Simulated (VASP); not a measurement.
Input:

```yaml
crystal:
  lattice:
    - [0.00000, 2.20608, 2.20608]
    - [2.20608, 0.00000, 2.20608]
    - [2.20608, 2.20608, 0.00000]
  atoms:
    - { symbol: As, position: [0.00000, 0.00000, 0.00000] }
    - { symbol: B, position: [0.50000, 0.50000, 0.50000] }
```

The numbers are results of PBE GGA, VASP's PBE PAW potentials (set 64) (plane waves; VASP), not measurements. Run with 520 eV cut-off, 8×8×8 Γ-centred mesh, Gaussian smearing of 0.050 eV, potentials As B.

Q: What does the run give for the energy per atom (σ→0), pressure, band gap (on the k-mesh) with the smallest direct gap where there is one?

A: 
```
Property                                                    Result
------------------------  ----------------------------------------
band gap (on the k-mesh)  none (metal, semimetal or under 0.01 eV)
energy per atom (σ→0)                               -4.686 eV/atom
pressure                                                 24.57 GPa
```

The absolute energy has meaning only against runs of the same code, potentials and settings.

The structure was generated: BAs was put into the rocksalt type (Fm-3m), which need not be its known phase. The cell was not relaxed at this level. The k-mesh is coarse (spacing up to 0.31 per Å, 2π included), so the numbers may not be converged in it.
